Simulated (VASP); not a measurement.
These are LDA (Ceperley-Alder, Perdew-Zunger), VASP's LDA PAW potentials (set 64) (plane waves; VASP) values and carry that method's errors.

A VASP calculation is set up with these files.

File KPOINTS:
```
Automatic mesh
0
Gamma
14 14 14
0 0 0
```

**POSCAR**
```
LiH
1
    0.0000000000     1.9992000000     1.9992000000
    1.9992000000     0.0000000000     1.9992000000
    1.9992000000     1.9992000000     0.0000000000
Li H
1 1
Direct
  0.0000000000   0.0000000000   0.0000000000
  0.5000000000   0.5000000000   0.5000000000
```

### INCAR
```
ALGO = Normal
EDIFF = 1E-6
ENCUT = 400
ISIF = 2
ISMEAR = -1
LASPH = .TRUE.
LCHARG = .FALSE.
LREAL = .FALSE.
LWAVE = .FALSE.
NELM = 100
PREC = Accurate
SIGMA = 0.01
SYSTEM = LiH
```

POTCAR, in this order: Li_sv H (LDA.64 set). Program: vasp_std.

Output of the run:

OUTCAR:
```
 ion  position               nearest neighbor table
   1  0.000  0.000  0.000-
   2  0.500  0.500  0.500-
  LATTYP: Found a face centered cubic cell.
 ALAT       =     3.9984000000
 Subroutine PRICEL returns:
 Original cell was already a primitive cell.
 Subroutine GETGRP returns: Found 48 space group operations
The static configuration has the point symmetry O_h .
The dynamic configuration has the point symmetry O_h .
 Subroutine INISYM returns: Found 48 space group operations
 Subroutine IBZKPT returns following result:
 Found    104 irreducible k-points:

 Following reciprocal coordinates:
            Coordinates               Weight
  0.000000  0.000000  0.000000      1.000000
  0.071429  0.000000  0.000000      8.000000
  0.142857  0.000000  0.000000      8.000000
  0.214286  0.000000  0.000000      8.000000
  0.285714  0.000000  0.000000      8.000000
  0.357143  0.000000  0.000000      8.000000
  0.428571  0.000000  0.000000      8.000000
  0.500000  0.000000  0.000000      4.000000
  0.071429  0.071429  0.000000      6.000000
  0.142857  0.071429  0.000000     24.000000
  0.214286  0.071429  0.000000     24.000000
  0.285714  0.071429  0.000000     24.000000
  0.357143  0.071429  0.000000     24.000000
  0.428571  0.071429  0.000000     24.000000
  0.500000  0.071429  0.000000     24.000000
 -0.428571  0.071429  0.000000     24.000000
 -0.357143  0.071429  0.000000     24.000000
 -0.285714  0.071429  0.000000     24.000000
 -0.214286  0.071429  0.000000     24.000000
 -0.142857  0.071429  0.000000     24.000000
 -0.071429  0.071429  0.000000     12.000000
  0.142857  0.142857  0.000000      6.000000
  0.214286  0.142857  0.000000     24.000000
  0.285714  0.142857  0.000000     24.000000
...
```

### OSZICAR
```
       N       E                     dE             d eps       ncg     rms          rms(c)
DAV:   1    -0.300865814764E+01   -0.30087E+01   -0.12247E+03  1308   0.493E+02
DAV:   2    -0.672326983552E+01   -0.37146E+01   -0.36807E+01  1794   0.588E+01
DAV:   3    -0.677806028069E+01   -0.54790E-01   -0.54790E-01  1446   0.649E+00
DAV:   4    -0.677875364228E+01   -0.69336E-03   -0.69336E-03  1758   0.651E-01
DAV:   5    -0.677875685486E+01   -0.32126E-05   -0.32125E-05  1434   0.352E-02    0.287E+00
DAV:   6    -0.658211860001E+01    0.19664E+00   -0.17762E-01  1446   0.180E+00    0.142E+00
DAV:   7    -0.651630179436E+01    0.65817E-01   -0.21582E-01  1554   0.216E+00    0.202E-01
DAV:   8    -0.651724947833E+01   -0.94768E-03   -0.62668E-03  1386   0.690E-01    0.475E-02
DAV:   9    -0.651719897111E+01    0.50507E-04   -0.24926E-04  1746   0.798E-02    0.124E-02
DAV:  10    -0.651719835320E+01    0.61792E-06   -0.59580E-06  1392   0.237E-02
   1 F= -.65171984E+01 E0= -.65171984E+01  d E =-.801187E-16
```

OUTCAR:
```
------------------------ aborting loop because EDIFF is reached ----------------------------------------
  FORCE on cell =-STRESS in cart. coord.  units (eV):
  Direction    XX          YY          ZZ          XY          YZ          ZX
  --------------------------------------------------------------------------------------
  Total       -0.6071395     -0.6071395     -0.6071395     -0.0000000      0.0000000     -0.0000000
  in kB      -60.8695843    -60.8695843    -60.8695843     -0.0000000      0.0000000     -0.0000000
  external PRESSURE =     -60.8695843 kB  Pullay stress =       0.0000000 kB
  volume of cell :       15.98
      direct lattice vectors                 reciprocal lattice vectors
     0.000000000  1.999200000  1.999200000    -0.250100040  0.250100040  0.250100040
     1.999200000  0.000000000  1.999200000     0.250100040 -0.250100040  0.250100040
     1.999200000  1.999200000  0.000000000     0.250100040  0.250100040 -0.250100040
  FREE ENERGIE OF THE ION-ELECTRON SYSTEM (eV)
  ---------------------------------------------------
  free  energy   TOTEN  =        -6.5171983532 eV

  energy  without entropy=       -6.5171983532  energy(sigma->0) =       -6.51719835
```
(Selected blocks of OUTCAR.)

At this cut-off the stress carries a Pulay error, which pulls relaxed volumes low.

The structure is a typed LiH crystal (Fm-3m). The cell was not relaxed at this level, and its volume differs by -5.9 % from the start's.
